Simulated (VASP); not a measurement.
Here is the system:

```
CELL_PARAMETERS angstrom
      0.00000     2.58393     2.58393
      2.58393     0.00000     2.58393
      2.58393     2.58393     0.00000
ATOMIC_POSITIONS crystal
  Zr 0.00000 0.00000 0.00000
  O  0.25000 0.25000 0.25000
  O  0.75000 0.75000 0.75000
```

All values below come from PW91 GGA, VASP's PBE PAW potentials (set 64) (plane waves; VASP). Run with 520 eV cut-off, 8×8×8 Γ-centred mesh, Gaussian smearing of 0.050 eV, potentials Zr_sv O.

### Question
Give the stress tensor in GPa (positive for a compressed cell).

### Answer

```
-6.65   0.00   0.00
 0.00  -6.65   0.00
 0.00   0.00  -6.65
```
The pressure is its mean diagonal, -6.65 GPa.

The compound is ZrO2 in the fluorite structure, the high-temperature cubic form, which is unstable at 0 K; the monoclinic form is the stable one. This cell is one point of a volume scan, at 1.03 of the reference volume.
